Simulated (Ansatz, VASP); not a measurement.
## YB3: VASP beside Ansatz

```
Y B
1.0
     3.59949    0.00000    0.00000
     0.00000    3.59949    0.00000
     0.00000    0.00000    3.59949
Y B
1 3
Direct
  0.00000 0.00000 0.00000
  0.00000 0.50000 0.50000
  0.50000 0.00000 0.50000
  0.50000 0.50000 0.00000
```

Change from the starting cell: species swapped into the LaTl3 type (Pm-3m, No. 221).

Alike in both runs: task relaxation of cell and atoms; functional PBE; k mesh 14 × 14 × 14; occupations gaussian, width 0.1 eV; no spin polarisation.

|  | VASP | Ansatz |
| --- | --- | --- |
| version | VASP 6.6.1 | Ansatz 0.2.0 |
| potentials or method | VASP PAW PBE potentials, release 64 (Y_sv, B) | scalar-relativistic, plane waves, PAW |
| plane-wave cutoff (eV) | 600 | 420 |
| valence electrons in the cell | 20 | 20 |

Ansatz gave:

| Property | Result |
| --- | --- |
| gap on the k mesh at the Fermi level, each at its own relaxed structure (eV) | none |
| relaxed volume (Å³/atom) | 11.59 |
| relaxed cell length with the largest relative difference (Å) | 3.592 |

Problem. Which values does VASP return?

Solution. gap on the k mesh at the Fermi level, each at its own relaxed structure (eV): none; relaxed volume (Å³/atom): 11.56; relaxed cell length with the largest relative difference (Å): 3.590.

A gap of «none» marks a metal or a gap that the smearing closes.
